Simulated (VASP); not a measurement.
A run of VASP 6.6.1:

INCAR

```
SYSTEM = B2O
PREC     = Accurate       ! precision mode
ENCUT    = 600            ! plane-wave cutoff, eV
EDIFF    = 1E-7           ! SCF threshold, eV
ISMEAR   = 0              ! smearing method
SIGMA    = 0.1            ! smearing width, eV
LREAL    = .FALSE.        ! projectors in reciprocal space
LASPH    = .TRUE.         ! aspherical terms in the spheres
NELM     = 100            ! most SCF steps
ALGO     = Normal         ! electronic algorithm
ISIF     = 3              ! what is computed and relaxed
LWAVE    = .FALSE.        ! write WAVECAR
LCHARG   = .FALSE.        ! write CHGCAR
GGA      = CA             ! functional
IBRION   = 2              ! ionic algorithm
NSW      = 100            ! ionic steps
EDIFFG   = -0.005         ! ionic threshold
```

Contents of KPOINTS:

```
regular mesh
0
G
  16 16 16
  0 0 0
```

Contents of POSCAR:

```
B2O
1.0
    0.0000000000      2.3892697045      2.3892697045
    2.3892697045      0.0000000000      2.3892697045
    2.3892697045      2.3892697045      0.0000000000
B O
2 1
Direct
    0.2500000000      0.2500000000      0.2500000000
    0.7500000000      0.7500000000      0.7500000000
    0.0000000000      0.0000000000      0.0000000000
```

Potentials or basis: VASP PAW LDA potentials, release 64 (B, O).

Command:

```bash
$ cat potpaw_LDA.64/B/POTCAR potpaw_LDA.64/O/POTCAR > POTCAR
$ mpirun -np 1 vasp_std > vasp.out
```

Hardware: 1 thread of Intel(R) Xeon(R) Platinum 8488C (Sapphire Rapids), on a shared host.

How long does it take, and how much memory?

Run time: 47 s on 1 thread of Intel(R) Xeon(R) Platinum 8488C (Sapphire Rapids) (shared host), peak memory 0.17 GiB. Counts: scf iterations 26, k points 145, ion steps 3.
